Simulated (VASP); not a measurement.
Input of a VASP 6.6.1 run:

Contents of INCAR:

```
SYSTEM = Pd
ALGO = Normal
EDIFF = 1E-7
EDIFFG = -0.005
ENCUT = 300
GGA = PE
IBRION = 2
ISIF = 3
ISMEAR = 1
LASPH = .True.
LCHARG = .False.
LREAL = .False.
LWAVE = .False.
NELM = 80
NSW = 90
PREC = Accurate
SIGMA = 0.1
```

File KPOINTS:

```
k-points
0
Gamma
  8 8 8
  0 0 0
```

The input POSCAR:

```
Pd                                      
1.0
    0.0000000000      1.9738467075      1.9738467075
    1.9738467075      0.0000000000      1.9738467075
    1.9738467075      1.9738467075      0.0000000000
  Pd            
     1
Direct
     0.0000000000000000    0.0000000000000000    0.0000000000000000
```

Potentials or basis: VASP PAW PBE potentials, release 64 (Pd).

Launch:

```console
$ cat potpaw_PBE.64/Pd/POTCAR > POTCAR
$ mpirun -np 1 vasp_std > vasp.out
```

What does it give for the relaxed volume?

15.35 Å³/atom.

Estimate the band gap on the k mesh.

none (metal or under the smearing width).

Predict the relaxed cell.

a = 2.790 Å, b = 2.790 Å, c = 2.790 Å, α = 60.00°, β = 60.00°, γ = 60.00°.

Estimate the space group after relaxing (to 0.05 Å).

Fm-3m (No. 225).

Final structure:
```xyz
1
Lattice="0.0000 1.9726 1.9726 1.9726 0.0000 1.9726 1.9726 1.9726 0.0000" Properties=species:S:1:pos:R:3 pbc="T T T"
Pd    0.0000    0.0000    0.0000
```

Caveat: the cutoff is under 1.25 times the usual one of these potentials, so pressure, stress and relaxed cells hold a basis-set (Pulay) error.
